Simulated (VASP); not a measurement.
Here is the system:

```xyz
4
Lattice="3.5148 0.0000 0.0000 0.0000 3.5148 0.0000 0.0000 0.0000 3.5148" Properties=species:S:1:pos:R:3 pbc="T T T"
Fe     0.0000     0.0000     0.0000
Ni     0.0000     1.7574     1.7574
Ni     1.7574     0.0000     1.7574
Ni     1.7574     1.7574     0.0000
```
Starting moments (μB, in the order of the record's atoms Fe Ni Ni Ni): 2.8 0.6 0.6 0.6.

Method: rev-vdW-DF2, VASP's PBE PAW potentials (set 64) (plane waves; VASP). Settings: 520 eV cut-off, 9×9×9 Γ-centred mesh, first-order Methfessel-Paxton smearing of 0.10 eV, potentials Fe Ni.

Question: What does the run give for the cell moment, energy per atom (σ→0), band gap (on the k-mesh) with the smallest direct gap where there is one?

Answer: 
```
Item                                                        Result
------------------------  ----------------------------------------
band gap (on the k-mesh)  none (metal, semimetal or under 0.01 eV)
cell moment                                                4.49 μB
energy per atom (σ→0)                               -3.981 eV/atom
```

Question: Give the moment on each site (PAW-sphere projection).

Answer: 
```json
[
 {"site": "Fe1", "moment (μB)": "2.81"},
 {"site": "Ni2", "moment (μB)": "0.56"},
 {"site": "Ni3", "moment (μB)": "0.56"},
 {"site": "Ni4", "moment (μB)": "0.56"}
]
```

Only differences to runs with the same potentials and settings are physical.

The compound is Ni3Fe in the L1_2 structure. It was relaxed first.
